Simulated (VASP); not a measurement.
Input:

```xyz
2
Lattice="0.0000 2.0747 2.0747 2.0747 0.0000 2.0747 2.0747 2.0747 0.0000" Properties=species:S:1:pos:R:3 pbc="T T T"
Ti     0.0000     0.0000     0.0000
N      2.0747     2.0747     2.0747
```

Method: SCAN meta-GGA, VASP's PBE PAW potentials (set 64) (plane waves; VASP 6.6.1). Numerical set-up: 520 eV cut-off, 15×15×15 Γ-centred mesh, first-order Methfessel-Paxton smearing of 0.10 eV, potentials Ti_sv N.

Estimate the energy per atom (σ→0), pressure, band gap (on the k-mesh) with the smallest direct gap where there is one.

```
Property                                                     Value
------------------------  ----------------------------------------
band gap (on the k-mesh)  none (metal, semimetal or under 0.01 eV)
energy per atom (σ→0)                              -14.626 eV/atom
pressure                                                 19.75 GPa
```

The absolute energy has meaning only against runs of the same code, potentials and settings.

The compound is TiN in the rock salt structure. This cell is one point of a volume scan, at 0.94 of the reference volume. The electron count is odd and the run is not spin-polarised, which forces a metal.
